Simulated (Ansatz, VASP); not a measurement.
# Cross-check of Mg10Si13O36 between VASP and Ansatz

Aim: how closely do two programs agree when they are given the same cell, functional and k mesh? Of the first pair: The structure shown is frame 67 of Ansatz's trajectory.

Calculated with Ansatz 0.2.0; plane waves, with VASP 6.6.1 beside it; single point at PBE.

### Step 1. Set-up

The cell holds 59 atoms: 13 Si, 10 Mg and 36 O. Its edges and angles: a = 9.088 Å, b = 9.088 Å, c = 9.088 Å, α = 90.0°, β = 90.0°, γ = 90.0°. As first built, before any earlier steps moved the atoms (in the runner's words): 59 atoms (13 Si, 10 Mg, 36 O) placed at random at 2.46 g/cm^3, melted at 4000 K for 10 ps at fixed volume with the Morse and Coulomb pair potential with partial charges (Pedone, Malavasi, Menziani, Cormack and Segre, J. Phys. Chem. B 110, 11780 (2006)). Quenched from 4000 K to 300 K at 5 K/ps and fixed volume, held 10 ps at zero pressure.

### Step 2. Ansatz: dynamics, PBE

Ansatz runs on its default PAW (the set named soft_2) files.

One frame of this run of dynamics is then solved in both programs, so the motion causes no difference.

input.yaml

```yaml
crystal:
  lattice:
    - [9.08761, 0.0, 0.0]
    - [0.0, 9.08761, 0.0]
    - [0.0, 0.0, 9.08761]
  atoms:
    - { symbol: Si, position: [0.00906, 0.03886, 0.25053] }
    - { symbol: Si, position: [0.94968, 0.16491, 0.57661] }
    - { symbol: Si, position: [0.11869, 0.90876, 0.75015] }
    - { symbol: Si, position: [0.09356, 0.5554, 0.24622] }
    - { symbol: Si, position: [0.64654, 0.73603, 0.56668] }
    - { symbol: Si, position: [0.61377, 0.5271, 0.84444] }
    - { symbol: Si, position: [0.47219, 0.15715, 0.33378] }
    - { symbol: Si, position: [0.53654, 0.68298, 0.12282] }
    - { symbol: Si, position: [0.86049, 0.34132, 0.99316] }
    - { symbol: Si, position: [0.38256, 0.28033, 0.81112] }
    - { symbol: Si, position: [0.09003, 0.40099, 0.73843] }
    - { symbol: Si, position: [0.70252, 0.06321, 0.08493] }
    - { symbol: Si, position: [0.2259, 0.25985, 0.12041] }
    - { symbol: Mg, position: [0.41643, 0.48705, 0.39651] }
    - { symbol: Mg, position: [0.74275, 0.49631, 0.29024] }
    - { symbol: Mg, position: [0.00596, 0.67073, 0.55634] }
    - { symbol: Mg, position: [0.88166, 0.78964, 0.29562] }
    - { symbol: Mg, position: [0.94473, 0.6702, 0.9049] }
    - { symbol: Mg, position: [0.7614, 0.98124, 0.79488] }
    - { symbol: Mg, position: [0.31327, 0.8045, 0.41769] }
    - { symbol: Mg, position: [0.20761, 0.83016, 0.09378] }
    - { symbol: Mg, position: [0.44285, 0.92597, 0.84732] }
    - { symbol: Mg, position: [0.57719, 0.0876, 0.60143] }
    - { symbol: O, position: [0.09658, 0.12997, 0.13166] }
    - { symbol: O, position: [0.53408, 0.6488, 0.95005] }
    - { symbol: O, position: [0.85104, 0.99297, 0.18464] }
    - { symbol: O, position: [0.94847, 0.58057, 0.34459] }
    - { symbol: O, position: [0.77978, 0.17547, 0.97205] }
    - { symbol: O, position: [0.65888, 0.60038, 0.68904] }
    - { symbol: O, position: [0.51214, 0.52055, 0.2032] }
    - { symbol: O, position: [0.30831, 0.25817, 0.9731] }
    - { symbol: O, position: [0.06304, 0.66012, 0.09822] }
    - { symbol: O, position: [0.23215, 0.89674, 0.88215] }
    - { symbol: O, position: [0.06147, 0.07708, 0.68895] }
    - { symbol: O, position: [0.52854, 0.67923, 0.46104] }
    - { symbol: O, position: [0.32411, 0.21206, 0.25238] }
    - { symbol: O, position: [0.09605, 0.88427, 0.28418] }
    - { symbol: O, position: [0.9914, 0.33492, 0.61006] }
    - { symbol: O, position: [0.71067, 0.71763, 0.17282] }
    - { symbol: O, position: [0.06664, 0.57437, 0.74566] }
    - { symbol: O, position: [0.51631, 0.27894, 0.4494] }
    - { symbol: O, position: [0.84845, 0.3583, 0.16316] }
    - { symbol: O, position: [0.52317, 0.38524, 0.82699] }
    - { symbol: O, position: [0.18043, 0.82272, 0.6126] }
    - { symbol: O, position: [0.44138, 0.00504, 0.42466] }
    - { symbol: O, position: [0.95551, 0.85444, 0.8094] }
    - { symbol: O, position: [0.59736, 0.87891, 0.66916] }
    - { symbol: O, position: [0.97947, 0.11666, 0.4066] }
    - { symbol: O, position: [0.79074, 0.12511, 0.62971] }
    - { symbol: O, position: [0.15123, 0.40747, 0.17682] }
    - { symbol: O, position: [0.22059, 0.59275, 0.36754] }
    - { symbol: O, position: [0.40126, 0.78072, 0.15468] }
    - { symbol: O, position: [0.01404, 0.34361, 0.89347] }
    - { symbol: O, position: [0.80496, 0.78454, 0.4989] }
    - { symbol: O, position: [0.25542, 0.36375, 0.72252] }
    - { symbol: O, position: [0.43256, 0.12287, 0.75067] }
    - { symbol: O, position: [0.62674, 0.95204, 0.97604] }
    - { symbol: O, position: [0.59036, 0.13264, 0.20242] }
    - { symbol: O, position: [0.76672, 0.4754, 0.91503] }
kpoints:
  mp_grid: { grid: [1, 1, 1] }
hamiltonian:
  xc: pbe
scf:
  occupations: { method: fixed }
output:
  forces: true
md:
  timestep: 1.0
  n_steps: 200
  ensemble: nvt_nose_hoover
  temperature: 400
  initial_velocities: maxwell_boltzmann
  seed: 5301
```

Run with:

```sh
> ansatz run input.yaml --threads 4 --pin off --max-ram 8192MiB --backend cpu --events-out ev --progress --plain --runs-dir out
```

Numbers of over 12 decimals in the logs are rounded to 6 here.

The log of the run:

```text
Warning: md: disabling space-group detection — thermal motion breaks the input geometry's symmetry, so no spatial operation reduces the k-mesh or symmetrises the density; time reversal is kept, so that k and −k are solved as one point where they differ and the mesh holds both, and exact exchange and, on two spinor components, a DFT+U term hold to it where the run has them: on two components no moment then forms, and  [...]
Engine: ansatz 0.2.0, aarch64-unknown-linux-gnu
Pseudopotentials: kind: paw
Pseudopotential: Si, paw, valence charge 4, recommended cutoff 420 eV (normal), Si.paw.azcp
Pseudopotential: Mg, paw, valence charge 10, recommended cutoff 420 eV (normal), Mg.paw.azcp
Pseudopotential: O, paw, valence charge 6, recommended cutoff 420 eV (normal), O.paw.azcp
Functional definition: PBE
  parameter kappa = 0.804
  parameter beta = 0.066725
  exchange = pbe_x(kappa = kappa, mu = beta*pi^2/3)
  correlation = pbe_c(beta = beta)
Crystal: 59 atoms, lattice volume = 750.497 Å³
Basis set: ecut = 420 eV, 14771 PW (Γ), exchange–correlation on 128×128×128 points (8 copies of the dense FFT grid, shifted against one another)
Bands: 243, of which v1, the nominal top of the filled ones, is band 184 counted from 1 (183 counted from 0)
Symmetry: 1 space group operations
k-points: 1
Non-local potential: Si, projectors of the file, l = 0: 2, l = 1: 2, l = 2: 2
Non-local potential: Mg, projectors of the file, l = 0: 3, l = 1: 2, l = 2: 1
Non-local potential: O, projectors of the file, l = 0: 2, l = 1: 2, l = 2: 1
PAW form: soft (Blöchl's): semilocal exchange-correlation on the pseudo side does not see the compensation charge
PAW one-centre angular grid: Si, 110 points (default); XC on 64 Gauss nodes
PAW one-centre angular grid: Mg, 110 points (default); XC on 64 Gauss nodes
PAW one-centre angular grid: O, 110 points (default); XC on 64 Gauss nodes
Initial density: superposition of atomic densities (neutral atoms: chi_scale 0, normalization atom), corrected by the library's trained network
Initial wavefunctions: pseudopotential atomic-orbital guess
Functional: x = pbe(κ = 0.804, μ = 0.219515), c = pbe(β = 0.066725)
SCF iter   1: F=—  HF=-47996.160125 eV  |F-HF|=—  |Δ(HF+E_count)|=         —  Δρ=1.98e-3  dr2=2.83e-2  ethr=1.77e-3  ⟨swp⟩=5.0  Hψ=846  notcnv=0  defer=57
preconditioner: auto → Resta (q_TF=auto, 2.423 Å⁻¹)  ε∞=3.1  [insulator: Δε(μ)=3.242 eV  Ē_g=15.847 eV  n_scr=178 (ndim 8)  ℏωp=23.0 eV  f_vac=0.133  ε∞_Penn≈3.1]
SCF iter   2: F=—  HF=-47996.162755 eV  |F-HF|=—  |Δ(HF+E_count)|=   2.63e-3  Δρ=1.06e-3  dr2=7.33e-3  ethr=7.70e-6  ⟨swp⟩=2.0  Hψ=397  notcnv=0  defer=57
SCF iter   3: F=—  HF=-47996.165410 eV  |F-HF|=—  |Δ(HF+E_count)|=   2.66e-3  Δρ=4.38e-4  dr2=1.94e-3  ethr=1.99e-6  ⟨swp⟩=2.0  Hψ=305  notcnv=0  defer=52
automatic band count: iteration 3 solves 238 bands in place of 243: the levels show a gap, and the empty bands left out lie too high to hold charge; the band table lists the bands solved (type scf.n_extra_bands for more)
SCF iter   4: F=—  HF=-47996.166027 eV  |F-HF|=—  |Δ(HF+E_count)|=   6.17e-4  Δρ=1.22e-4  dr2=1.29e-4  ethr=5.28e-7  ⟨swp⟩=2.0  Hψ=305  notcnv=0  defer=52
SCF iter   5: F=—  HF=-47996.166097 eV  |F-HF|=—  |Δ(HF+E_count)|=   7.04e-5  Δρ=8.32e-5  dr2=4.47e-5  ethr=3.50e-8  ⟨swp⟩=2.0  Hψ=362  notcnv=0  defer=52
SCF iter   6: F=—  HF=-47996.166986 eV  |F-HF|=—  |Δ(HF+E_count)|=   8.89e-4  Δρ=2.50e-5  dr2=4.76e-6  ethr=1.21e-8  ⟨swp⟩=2.0  Hψ=329  notcnv=0  defer=49
SCF iter   7: F=—  HF=-47996.166988 eV  |F-HF|=—  |Δ(HF+E_count)|=   2.59e-6  Δρ=7.71e-6  dr2=5.77e-7  ethr=1.29e-9  ⟨swp⟩=2.0  Hψ=312  notcnv=0  defer=49
SCF iter   8: F=—  HF=-47996.166989 eV  |F-HF|=—  |Δ(HF+E_count)|=   7.96e-7  Δρ=7.06e-6  dr2=2.91e-7  ethr=1.57e-10  ⟨swp⟩=2.0  Hψ=360  notcnv=0  defer=49
SCF iter   9: F=-47996.166989 eV  HF=-47996.166989 eV  |F-HF|=1.48e-8  |Δ(HF+E_count)|=   1.92e-9  Δρ=1.27e-6  dr2=1.31e-8  ethr=1.60e-11  ⟨swp⟩=3.0  Hψ=901  notcnv=0
SCF 1 converged in 9 iterations: F = -47996.166989 eV  dr2 = 1.31e-8
  greatest PAW one-centre occupation: 1.000 electrons in one spin orbital (limit 2), on the Mg atom at site 22 (counted from 0), in its partial waves of l = 0
md step     0: t =     0.00 fs  T =   400.0 K  F+E_penalty+E_count = -47996.16698930 eV  E_kin = 2.998832 eV  conserved = -47993.16815733 eV  (9 SCF iters)
[... from here on, the SCF cycles and remarks between the steps are left out ...]
md step   191: t =   191.00 fs  T =   416.9 K  F+E_penalty+E_count = -47997.47362463 eV  E_kin = 3.125356 eV  conserved = -47993.17051060 eV  (4 SCF iters)
md step   192: t =   192.00 fs  T =   419.5 K  F+E_penalty+E_count = -47997.49598807 eV  E_kin = 3.145205 eV  conserved = -47993.17035281 eV  (4 SCF iters)
md step   193: t =   193.00 fs  T =   425.0 K  F+E_penalty+E_count = -47997.54018950 eV  E_kin = 3.186607 eV  conserved = -47993.17045186 eV  (4 SCF iters)
md step   194: t =   194.00 fs  T =   433.2 K  F+E_penalty+E_count = -47997.60468694 eV  E_kin = 3.248004 eV  conserved = -47993.17079526 eV  (3 SCF iters)
md step   195: t =   195.00 fs  T =   443.4 K  F+E_penalty+E_count = -47997.68416512 eV  E_kin = 3.324126 eV  conserved = -47993.17131046 eV  (4 SCF iters)
md step   196: t =   196.00 fs  T =   454.5 K  F+E_penalty+E_count = -47997.77063867 eV  E_kin = 3.407064 eV  conserved = -47993.17189191 eV  (3 SCF iters)
md step   197: t =   197.00 fs  T =   465.2 K  F+E_penalty+E_count = -47997.85505750 eV  E_kin = 3.487850 eV  conserved = -47993.17243529 eV  (3 SCF iters)
md step   198: t =   198.00 fs  T =   474.6 K  F+E_penalty+E_count = -47997.92892909 eV  E_kin = 3.558054 eV  conserved = -47993.17286291 eV  (3 SCF iters)
md step   199: t =   199.00 fs  T =   481.7 K  F+E_penalty+E_count = -47997.98553437 eV  E_kin = 3.610984 eV  conserved = -47993.17313889 eV  (3 SCF iters)
md step   200: t =   200.00 fs  T =   485.8 K  F+E_penalty+E_count = -47998.02051018 eV  E_kin = 3.642280 eV  conserved = -47993.17326549 eV  (8 SCF iters)
SCF converged after 8 iterations
Free energy (F): -47998.020510 eV
Harris-Foulkes:  -47998.020510 eV  (|F-HF|=4.90e-9)
Internal energy: -47998.020510 eV  (E = F + TS)
E sigma→0 (E₀):  -47998.020510 eV
Fermi energy:    3.857440 eV
--- Per-component energies (eV) ---
  E_band       = -4402.927643
  E_kinetic    = 7762.889294
  E_local      = -35034.307786  (includes V_loc(G=0)·N_el)
  E_nonlocal   = 2992.191052
  E_hartree    = 12961.320373
  E_xc         = -3700.696906
  E_vxc        = -4420.393658  (∫ρ·V_xc dr)
  E_paw        = -15306.515132  (= ΣΔE_a)
  E_vpaw       = -1626.039037  (= ΣTr[D̂ρ^β])
  E_aug_tail   = 0.091028  (compensation charges beyond the density's cutoff)
  E_ewald      = -17672.992433
  E_smearing   = -0.000000  (= −TS)
  E_closure    = 0.000000  (closes the sum)
  Σ components = -47998.020510   (vs F -47998.020510, Δ=0.00e0)
--- Forces (eV/Å), atoms counted from 1 ---
  atom   1  Si    -1.12540220    -0.62138975    -0.54962395
  atom   2  Si     0.39651940    -0.59924988     2.43095181
  atom   3  Si    -1.92115348     0.67871719     0.71350962
  atom   4  Si    -1.11466912     0.36525024    -0.68694823
  atom   5  Si     3.14115404    -1.38842208    -1.13922917
  atom   6  Si     1.07199884    -0.24870566     0.88589546
  atom   7  Si     0.13727826     1.90214523    -1.49790480
  atom   8  Si    -0.86410286     0.62009443    -0.94773792
  atom   9  Si    -0.20606666    -1.19980643     2.24619663
  atom  10  Si     1.07904007     1.14413370    -1.32531293
  atom  11  Si     0.08257757    -0.89834314    -0.31864818
  atom  12  Si     1.87346327    -0.34371720    -0.89302597
  atom  13  Si     0.95208036    -3.00643975     1.42507988
  atom  14  Mg     0.44024001     0.27520337    -0.47366654
  atom  15  Mg    -0.47674189    -0.34726816    -0.19961228
  atom  16  Mg    -0.32929384     0.34353623    -0.85610419
  atom  17  Mg     0.56851104     1.04244188     0.02701000
  atom  18  Mg     0.27826011    -0.27802181     0.46455610
  atom  19  Mg    -0.16182577    -0.08182594     0.65102030
  atom  20  Mg    -0.75849349    -0.08682940    -0.48064853
  atom  21  Mg     0.11244868    -0.04836203     0.20034732
  atom  22  Mg    -0.13771419    -0.65164269     1.59348636
  atom  23  Mg     0.42776546     0.20453184    -0.66550217
  atom  24  O      0.20265771     1.31243422    -0.83641348
[...]
atom  52  O     -0.35482583    -0.60924490    -0.06657950
  atom  53  O      0.79161500     0.83722774    -1.66772237
  atom  54  O     -1.13088009    -0.02067288     0.81355894
  atom  55  O     -0.58318887    -0.15056962    -0.07603219
  atom  56  O     -0.82008680     1.32628632     1.05483079
  atom  57  O     -0.51002695     0.48434380    -0.32531264
  atom  58  O     -0.80104645     0.57494022    -0.22944994
  atom  59  O     -0.91088487     0.91117537    -0.77701809
  max |Σ_I F_I| component: 4.18e-5 eV/Å
--- MD trajectory: 200 steps, t = 0.0 → 200.0 fs ---
  final state: T = 485.8 K   F+E_penalty+E_count = -47998.02051018 eV   E_kin = 3.642280 eV
  conserved energy: peak-to-peak 6.117e-3 eV (1.037e-4 eV/atom) over 200.0 fs
```

Reading the cycles: dr2 is the Hartree energy of the density residual (eV), the measure of convergence; HF is the Harris–Foulkes estimate of the energy, which meets the free energy F at convergence.

### Step 3. VASP: single point, PBE, pair 1

The same cell, functional and mesh now go to VASP, with its own data sets.

Lines of VASP's logs that name or quote its potential files are left out, and so is its time.

INCAR

```
SYSTEM = Mg10Si13O36
PREC = Accurate
ENCUT = 520
EDIFF = 1E-06
NELM = 120
ISMEAR = 0
SIGMA = 0.01
LREAL = Auto
ALGO = Normal
GGA = PE
NBANDS = 192
LORBIT = 11
LWAVE = .FALSE.
LCHARG = .FALSE.
ISIF = 2
LASPH = .TRUE.
GGA_COMPAT = .FALSE.
EFERMI = MIDGAP
NCORE = 2
```

POSCAR

```
Mg10Si13O36
1.0
    9.0876100000      0.0000000000      0.0000000000
    0.0000000000      9.0876100000      0.0000000000
    0.0000000000      0.0000000000      9.0876100000
Si Mg O
13 10 36
Direct
    0.0104097777      0.0422993504      0.2640848364
    0.9410945232      0.1529775155      0.5717454864
    0.1089505382      0.9102833418      0.7433637667
    0.1073769671      0.5724937580      0.2448608600
    0.6365700113      0.7332951128      0.5858636099
    0.6117560063      0.5254186744      0.8532056283
    0.4778043952      0.1762949774      0.3164308327
    0.5408132611      0.6719038339      0.1427548057
    0.8602371801      0.3348955336      0.9881145868
    0.3780531955      0.2746816820      0.8197534885
    0.0672013874      0.3928975825      0.7438699504
    0.7133778848      0.0590914443      0.0805932473
    0.2171858167      0.2666377628      0.1223974180
    0.4272190378      0.4859033343      0.4020859170
    0.7629288669      0.4933530378      0.2498126570
    0.0024098745      0.6761953913      0.5505738032
    0.8704268779      0.7906699341      0.2941697542
    0.9464754760      0.6507541587      0.9193616363
    0.7878639158      0.9701890816      0.7961499228
    0.3343343299      0.8314177215      0.3942510737
    0.2131473512      0.8429499065      0.0820567784
    0.4670755017      0.9074443115      0.8557805628
    0.5637565873      0.0964830137      0.5964604555
    0.0952945824      0.1318278403      0.1348429345
    0.5219524165      0.6495217114      0.9493585222
    0.8459209847      0.9938916833      0.1991612756
    0.9587559325      0.5798554295      0.3451292474
    0.7776522100      0.1705288849      0.9518124127
    0.6711885743      0.6054177061      0.7062252892
    0.5139415094      0.5054684345      0.2062148354
    0.3216357216      0.2489433415      0.9803347635
    0.0565495218      0.6749189281      0.0984527285
    0.2447948360      0.8850731931      0.8704158739
    0.0447752489      0.0721751924      0.7041895504
    0.4891715203      0.6944180043      0.5004616175
    0.3174101882      0.2355184697      0.2665057149
    0.1019630024      0.8998845681      0.2851794916
    0.9554107185      0.3322435712      0.6064190695
    0.7234355348      0.6984564699      0.1722455079
    0.0340243474      0.5653191543      0.7338453125
    0.5285988285      0.2983732797      0.4362973323
    0.8564077904      0.3288103253      0.1643666487
    0.5033556678      0.3932717183      0.8182129295
    0.1471123871      0.8372168260      0.5844110828
    0.4596918222      0.0205664636      0.4027901726
    0.9526597202      0.8327492047      0.8251014293
    0.5926420698      0.8899919781      0.6855047697
    0.9949040507      0.1428098257      0.4049029393
    0.7830001508      0.1059024320      0.6216596003
    0.1431399455      0.4194392145      0.1562346976
    0.2513312081      0.6031288755      0.3426643529
    0.4070487180      0.7906259181      0.1719263921
    0.0147343471      0.3360729609      0.9050344370
    0.7978995577      0.7591434932      0.4923076584
    0.2425060054      0.3455033832      0.7303680506
    0.4243359915      0.1183809605      0.7554021354
    0.6566633031      0.9330285961      0.9791573362
    0.5951729883      0.1526143838      0.1843278926
    0.7646014739      0.4769020678      0.9439005415
```

KPOINTS

```
Automatic mesh
0
Gamma
1 1 1
0 0 0
```

PAW data sets: Si, Mg and O (PBE family, release 64).

Run with:

```sh
> mpirun -np 8 vasp_gam
```

The log of the run:

```text
[banner, memory and clock lines left out]
running    8 mpi-ranks, on    1 nodes
[...]
LDA part: xc-table for (Slater+PW92), standard interpolation
 POSCAR, INCAR and KPOINTS ok, starting setup
[...]
entering main loop
       N       E                     dE             d eps       ncg     rms          rms(c)
DAV:   1     0.255131992821E+04    0.25513E+04   -0.16643E+05   392   0.145E+03
DAV:   2    -0.256767447422E+03   -0.28081E+04   -0.26883E+04   480   0.353E+02
DAV:   3    -0.479957683374E+03   -0.22319E+03   -0.22166E+03   448   0.106E+02
DAV:   4    -0.483914569275E+03   -0.39569E+01   -0.39393E+01   472   0.153E+01
[...]
DAV:  16    -0.420024494189E+03   -0.29285E-05   -0.31135E-05   432   0.199E-02    0.805E-03
DAV:  17    -0.420024493116E+03    0.10730E-05   -0.83067E-06   464   0.110E-02    0.491E-03
DAV:  18    -0.420024492855E+03    0.26068E-06   -0.30390E-06   384   0.561E-03
   1 F= -.42002449E+03 E0= -.42002449E+03  d E =0.000000E+00
```

From OUTCAR (step 3):

```text
  Total       -8.0135499     24.5143994     13.8635278      4.9322953      0.9937738     -2.0796269
  in kB      -17.1074975     52.3338635     29.5961553     10.5295693      2.1215295     -4.4396320
  external PRESSURE =      21.6075071 kB  Pullay stress =       0.0000000 kB

 POSITION                                       TOTAL-FORCE (eV/Angst)
 -----------------------------------------------------------------------------------
      0.09460      0.38440      2.39990         0.017770      2.847175     -2.003450
      8.55230      1.39020      5.19580         1.141128      1.493749      1.962765
      0.99010      8.27230      6.75540         0.445659     -2.047897      0.932658
      0.97580      5.20260      2.22520         0.252570     -0.884753     -1.527448
      5.78490      6.66390      5.32410         0.941267      2.801055     -0.145383
      5.55940      4.77480      7.75360        -0.640908      1.418928      0.343340
      4.34210      1.60210      2.87560        -0.038654     -0.817866      0.975351
      4.91470      6.10600      1.29730        -0.014880     -0.259616     -1.545676
      7.81750      3.04340      8.97960        -0.764965     -3.676966      3.026161
      3.43560      2.49620      7.44960        -1.217691     -1.553457     -1.242263
      0.61070      3.57050      6.76000         0.332956     -0.499082     -2.268465
      6.48290      0.53700      0.73240        -0.338311      2.164210      2.843658
      1.97370      2.42310      1.11230        -0.001888     -0.951162      0.949966
      3.88240      4.41570      3.65400        -0.250389      0.651745     -0.111374
[...]
-----------------------------------------------------------------------------------
    total drift:                               -0.007322     -0.000957      0.001817

  FREE ENERGIE OF THE ION-ELECTRON SYSTEM (eV)
  ---------------------------------------------------
  free  energy   TOTEN  =      -420.0244928552 eV

  energy  without entropy=     -420.0244928552  energy(sigma->0) =     -420.02449286

[... 3 further parts left out ...]
[key lines of the parts left out:]
E-fermi :   3.6653
```

The run ends at a pressure of 2.16 GPa, with forces up to 4.8 eV/Å.

[end of part 1 of 3]

[Lines on the potential files, build, host, timing and source positions are cut from VASP's logs without a mark.]

[Logs are printed without paths, hosts, clocks, repeated set-up lines and the standing remarks that a program may print on its own settings, such as how far it seeks lower states.]

[Hosts, paths, dates, database ids (printed as entryN), source tags and the programs' standing remarks are cut or masked in the printed files.]
